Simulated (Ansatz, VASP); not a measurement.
# One calculation of Be2Ru3, two programs

The input INCAR:

```
ALGO = Normal ; EDIFF = 1E-6
ENCUT = 520 ; GGA = PE
ISIF = 2 ; ISMEAR = 0
LASPH = T ; LCHARG = T
LELF = T ; LREAL = F
LVHAR = T ; LWAVE = F
NBANDS = 31 ; NELM = 100
PREC = Accurate ; SIGMA = 0.1
```

The input KPOINTS:

```
k-points
0
Gamma
  4 4 4
```

Contents of POSCAR:

```
Be2Ru3
1.0
    3.9856078200      0.0000000000      0.0000000000
    0.0000000000      3.9856078200      0.0000000000
    0.0000000000      0.0000000000      3.9856078200
Be Ru
2 3
Direct
    0.0000000000      0.0000000000      0.0000000000
    0.5000000000      0.5000000000      0.5000000000
    0.0000000000      0.5000000000      0.5000000000
    0.5000000000      0.0000000000      0.5000000000
    0.5000000000      0.5000000000      0.0000000000
```

Input for Ansatz:

```yaml
crystal:
  lattice:
    - [3.98560782, 0.0, 0.0]
    - [0.0, 3.98560782, 0.0]
    - [0.0, 0.0, 3.98560782]
  atoms:
    - { symbol: Be, position: [0.0, 0.0, 0.0] }
    - { symbol: Be, position: [0.5, 0.5, 0.5] }
    - { symbol: Ru, position: [0.0, 0.5, 0.5] }
    - { symbol: Ru, position: [0.5, 0.0, 0.5] }
    - { symbol: Ru, position: [0.5, 0.5, 0.0] }
basis:
  ecutwfc: 420
kpoints:
  mp_grid: { grid: [4, 4, 4] }
hamiltonian:
  xc: pbe
scf:
  occupations: { method: gaussian, width: 0.1 }
  lower_state_search: "off"
output:
  forces: true
  stress: true
  eigenvalues: true
```

Alike in both runs: task single point; functional PBE; k mesh 4 × 4 × 4; occupations gaussian, width 0.1 eV; no spin polarisation.

|  | VASP | Ansatz |
| --- | --- | --- |
| version | VASP 6.6.1 | Ansatz 0.2.0 |
| potentials or method | VASP PAW PBE potentials, release 64 (Be, Ru_pv) | scalar-relativistic, plane waves, PAW |
| plane-wave cutoff (eV) | 520 | 420 |
| valence electrons in the cell | 46 | 52 |

|  | VASP | Ansatz | Ansatz less VASP |
| --- | --- | --- | --- |
| gap on the k mesh at the Fermi level (eV) | none | none | - |
| pressure (GPa) | 8.0 | 7.9 | -0.13 |

A gap of «none» marks a metal or a gap that the smearing closes. The two sets of potentials don't hold the same shells in valence.

Caveats: the k mesh is coarse (spacing up to 0.39 Å⁻¹), so the values aren't converged.
